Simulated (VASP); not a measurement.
Given:

```
CELL_PARAMETERS angstrom
      3.87912     0.00000     0.00000
     -1.93956     3.35942     0.00000
      0.00000     0.00000     6.85153
ATOMIC_POSITIONS crystal
  Sn 0.00000 0.00000 0.00000
  Se 0.33333 0.66667 0.23259
  Se 0.66667 0.33333 0.76741
```

All values below come from PBE GGA, VASP's PBE PAW potentials (set 64) (plane waves; VASP). Settings: 480 eV cut-off, 6×6×3 Γ-centred mesh, Gaussian smearing of 0.050 eV, potentials Sn_d Se.

Without a dispersion term in the relaxation, distances and binding between the weakly bound layers, chains or molecules are unreliable, and so is what depends on them.

Task: Predict the energy per atom (σ→0).

Result: 
| Property | Value |
|---|---|
| energy per atom (σ→0) | -3.954 eV/atom |

The absolute energy has meaning only against runs of the same code, potentials and settings.

The compound is SnSe2 in the 1T layered structure. It was relaxed first, which changed the volume by +16 %. The start is the result of an earlier pass.
